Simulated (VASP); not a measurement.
The system is O2C, in a box.

```
CELL_PARAMETERS angstrom
12.15543 0.00000 0.00000
0.00000 12.65543 0.00000
0.00000 0.00000 13.15543
ATOMIC_POSITIONS crystal
O 0.48628 0.56490 0.43708
O 0.51452 0.43947 0.56656
C 0.50040 0.50218 0.50183
```

Base run:

| Item | Value |
| --- | --- |
| Program | VASP 6.6.1 |
| Functional | RPBE |
| Dispersion | D3(BJ) |
| Potentials or basis | VASP PAW PBE potentials, release 64 (O, C) |
| Cutoff | 400 eV |
| k mesh | 1 × 1 × 1 |
| Occupations | gaussian, width 0.01 eV |
| Spin | no spin polarisation |

Its results: gap between the frontier levels 7.92 eV; largest force 0.403 eV/Å.

Problem. The run is repeated on the same cell with these changes: functional from RPBE to PBE; cutoff from 400 eV to 520 eV. What comes out?

Solution. Gap between the frontier levels 8.03 eV; largest force 0.013 eV/Å.

Caveats: the standard files for N, O and F lose accuracy on very short bonds; the PAW data sets were made with another functional, which shifts forces and pressure a little (some runs).

